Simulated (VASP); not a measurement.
Given:

```yaml
crystal:
  lattice:
    - [4.55283, -2.38704, -0.00108]
    - [4.55283, 2.38704, -0.00108]
    - [3.30225, 0.00000, 3.93972]
  atoms:
    - { symbol: Al, position: [0.85200, 0.85200, 0.85200] }
    - { symbol: Al, position: [0.35200, 0.35200, 0.35200] }
    - { symbol: Al, position: [0.14800, 0.14800, 0.14800] }
    - { symbol: Al, position: [0.64800, 0.64800, 0.64800] }
    - { symbol: O, position: [0.44405, 0.05595, 0.75000] }
    - { symbol: O, position: [0.05595, 0.75000, 0.44405] }
    - { symbol: O, position: [0.55595, 0.94405, 0.25000] }
    - { symbol: O, position: [0.25000, 0.55595, 0.94405] }
    - { symbol: O, position: [0.94405, 0.25000, 0.55595] }
    - { symbol: O, position: [0.75000, 0.44405, 0.05595] }
```

Level of theory: PBEsol GGA, VASP's PBE PAW potentials (set 64) (plane waves; VASP 6.6.1). Run with 520 eV cut-off, 6×6×6 Γ-centred mesh, tetrahedra with Blöchl corrections, potentials Al O.

### Question
What does the run give for the energy per atom (σ→0), band gap (on the k-mesh) with the smallest direct gap where there is one?

### Answer

```
Quantity                                      Value
-----------------------------------  --------------
band gap (on the k-mesh)                    6.04 eV
smallest direct gap (on the k-mesh)         6.04 eV
energy per atom (σ→0)                -7.866 eV/atom
```

The absolute energy has meaning only against runs of the same code, potentials and settings.

The compound is Al2O3 in the corundum structure. It was relaxed first.
